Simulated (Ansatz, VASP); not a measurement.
# Sb (antimonene, 1 layer) in two plane-wave programs, part 2 of 2

Aim: how closely do two programs agree when they are given the same cell, functional and k mesh? Of the first pair: The structure shown is the start of the Ansatz relaxation below; VASP solves that cell, so the two are compared at the walk's first step.

VASP 6.6.1 and Ansatz 0.2.0.

So far. Step 4 (Side by side): The forces differ by 46 meV/Å r.m.s., which is 147.2 % of the r.m.s. force of 0.031 eV/Å (both taken over all components). With vacuum in the cell, a pressure given here is an average over mostly empty space and none of the material.

## Step 5: What the set-up changes

Further runs change the set-up of one program: Ansatz's method, potentials or start, or VASP's data sets, cutoff or form of LDA. The table gives that difference for each run.

| run | r.m.s. force difference (meV/Å) |
| --- | --- |
| as above | 46 |
| VASP with the data sets Sb_d_GW | 2.5 |

## Step 6: Ansatz: relaxation, PBE

This run makes the geometry at which the two programs are then compared.

The structure compared here is the end of the Ansatz relaxation.

The input, input.yaml:

```yaml
crystal:
  lattice:
    - [4.12, 0.0, 0.0]
    - [-2.06, 3.5680246636, 0.0]
    - [0.0, 0.0, 16.65]
  atoms:
    - { symbol: Sb, position: [0.6666666667, 0.3333333333, 0.4504504505] }
    - { symbol: Sb, position: [0.3333333333, 0.6666666667, 0.5495495495] }
kpoints:
  mp_grid: { grid: [12, 12, 1] }
hamiltonian:
  xc: pbe
scf:
  occupations: { method: fermi_dirac, width: 0.05 }
  convergence: { dr2_threshold: 1.0e-08 }
efield:
  axis: 3
  dipole_correction: true
  ramp_position: 0.97
  ramp_width: 0.04
relax:
  f_tol: 0.01
  cell: { fix: [c, alpha, beta] }
output:
  write_potential: true
  write_density: true
  volumetric_format: npy
```

The run is started by

```sh
ansatz run input.yaml --threads 2 --pin off --max-ram 4096MiB --backend cpu --events-out ev --progress --plain --runs-dir out
```

Numbers of over 12 decimals in the logs are rounded to 6 here.

The program printed:

```text
[...]
Crystal: 2 atoms, lattice volume = 244.759 Å³
Basis set: ecut = 420 eV, 4699 PW (Γ), exchange–correlation on 60×60×240 points (8 copies of the dense FFT grid, shifted against one another)
[...]
--- Relaxed structure (3 steps of the walk, 2 accepted, 1 SCFs on fresh bases) ---
[...]
cell:  # Å, volume = 245.0442 Å³
    - [4.122396, 0, 0]
    - [-2.061198, 3.570100, 0]
    - [0, 0, 16.65]
  atoms:
    - { symbol: Sb, position: [0.666667, 0.333333, 0.450925] }
    - { symbol: Sb, position: [0.333333, 0.666667, 0.549075] }
[key lines of the parts left out:]
SCF converged after 3 iterations
Free energy (F): -12968.823099 eV
Fermi energy:    -0.715666 eV
Dipole field:    D = 0.000000 V/Å  (p = 0.000000 e·Å, saw-weighted, corrected)
Work function:   Φ+ = 4.2199 eV   Φ− = 4.2199 eV
P = ⅓ Tr σ = -0.0028 GPa (-0.028 kbar)
```

## Step 7: VASP: single point, PBE, relaxed cell, pair 2

The same cell, functional, mesh and smearing now go to VASP, with its own data sets.

The input, INCAR:

```
SYSTEM = Sb
PREC = Accurate
ENCUT = 500
EDIFF = 1E-06
NELM = 120
ISMEAR = -1
SIGMA = 0.05
LREAL = .FALSE.
ALGO = Normal
GGA = PE
NBANDS = 11
LORBIT = 11
LWAVE = .FALSE.
LCHARG = .FALSE.
ISIF = 2
LDIPOL = .TRUE.
IDIPOL = 3
DIPOL = 0.5 0.5 0.5
LVHAR = .TRUE.
LASPH = .TRUE.
GGA_COMPAT = .FALSE.
EFERMI = MIDGAP
NELMDL = -8
```

The input, POSCAR:

```
Sb
1.0
    4.1223963358      0.0000000000      0.0000000000
   -2.0611981679      3.5700999512      0.0000000000
    0.0000000000      0.0000000000     16.6500000000
Sb
2
Direct
    0.6666666667      0.3333333333      0.4509247502
    0.3333333334      0.6666666666      0.5490752498
```

The input, KPOINTS:

```
Automatic mesh
0
Gamma
12 12 1
0 0 0
```

PAW data sets: Sb (PBE family, release 64).

The run is started by

```sh
mpirun -np 1 vasp_std
```

The program printed:

```text
[... set-up lines as in an earlier step ...]
 entering main loop
       N       E                     dE             d eps       ncg     rms          rms(c)
DAV:   1     0.485861112368E+02    0.48586E+02   -0.27813E+03   418   0.578E+02
DAV:   2    -0.410479793610E+01   -0.52691E+02   -0.50638E+02   619   0.927E+01
DAV:   3    -0.807365552029E+01   -0.39689E+01   -0.39537E+01   555   0.314E+01
DAV:   4    -0.814735979266E+01   -0.73704E-01   -0.73695E-01   498   0.529E+00
[...]
DAV:  19    -0.810652057835E+01   -0.61806E-05   -0.23526E-07   472   0.139E-03    0.304E-04
DAV:  20    -0.810652199273E+01   -0.14144E-05   -0.67038E-08   429   0.646E-04    0.133E-04
DAV:  21    -0.810652213182E+01   -0.13909E-06   -0.32087E-09   339   0.192E-04
   1 F= -.81065221E+01 E0= -.81065221E+01  d E =-.160920E-06
```

From OUTCAR (step 7):

```text
  Total        0.0285927      0.0285927      0.1308440      0.0000000      0.0000000      0.0000000
  in kB        0.1869484      0.1869484      0.8554998      0.0000000      0.0000000      0.0000000
  external PRESSURE =       0.4097989 kB  Pullay stress =       0.0000000 kB

 POSITION                                       TOTAL-FORCE (eV/Angst)
 -----------------------------------------------------------------------------------
      2.06120      1.19003      7.50790        -0.000000     -0.000000     -0.081239
      0.00000      2.38007      9.14210         0.000000      0.000000      0.081239
 -----------------------------------------------------------------------------------
    total drift:                               -0.000000      0.000000      0.000000

  FREE ENERGIE OF THE ION-ELECTRON SYSTEM (eV)
  ---------------------------------------------------
  free  energy   TOTEN  =        -8.1065221318 eV

  energy  without entropy=       -8.1065219709  energy(sigma->0) =       -8.10652205

[... 1 part as in an earlier step ...]

[... 2 further parts left out ...]
[key lines of the parts left out:]
E-fermi :  -1.4369
```

## Step 8: Differences

What differs besides the data sets and the points named for the pairs above, as far as they apply: the data sets hold 30 valence electrons in Ansatz (on its default PAW (the set named soft_2) files) and 10 in VASP; the cutoff is 420 eV in Ansatz and 500 eV in VASP; Ansatz's pressure holds a Pulay correction, VASP's none. Total energies have different zeros and are not compared.

The two programs side by side:

| quantity | Ansatz | VASP | difference |
| --- | --- | --- | --- |
| pressure (GPa) | 0.00 | 0.04 | -0.04 |
| gap on the k mesh (eV) | 1.310 | 1.315 | -0.006 |

Forces (eV/Å; atoms numbered as in POSCAR):

| atom | Ansatz x, y, z | VASP x, y, z |
| --- | --- | --- |
| Sb1 | 0.000, 0.000, 0.002 | 0.000, 0.000, -0.081 |
| Sb2 | 0.000, 0.000, -0.002 | 0.000, 0.000, 0.081 |

The forces differ by 48 meV/Å r.m.s., where the r.m.s. force is 0.001 eV/Å in Ansatz and 0.047 eV/Å in VASP: the atoms lie near their places of rest in Ansatz, so a percentage would say little (all taken over all components). A gap on the mesh is an upper bound, since the band edges may lie between its points. With vacuum in the cell, a pressure given here is an average over mostly empty space and none of the material.

## Step 9: Outcome

| Quantity | Value |
| --- | --- |
| r.m.s. force difference (single point, PBE, start cell, pair 1) | 46 meV/Å |
| r.m.s. force difference (single point, PBE, relaxed cell, pair 2) | 48 meV/Å |

**Reading.** The r.m.s. force difference is 48 meV/Å (single point, PBE, relaxed cell, pair 2), beyond the 12 meV/Å picked in this series as the mark of a large difference. The data sets hold unlike numbers of valence electrons (30 in Ansatz and 10 in VASP), so part of the differences comes from the potentials. Single point, PBE, start cell, pair 1, VASP with the data sets Sb_d_GW: r.m.s. force difference goes from 46 to 2.5 meV/Å. What causes the difference of the single point, PBE, relaxed cell, pair 2 pair stays open here. How closely two codes agree says nothing of how well the functional describes the real material.

[Lines on the potential files, build, host, timing and source positions are cut from VASP's logs without a mark.]

[Logs are printed without paths, hosts, clocks, repeated set-up lines and the standing remarks that a program may print on its own settings, such as how far it seeks lower states.]

[Hosts, paths, dates, database ids (printed as entryN), source tags and the programs' standing remarks are cut or masked in the printed files.]
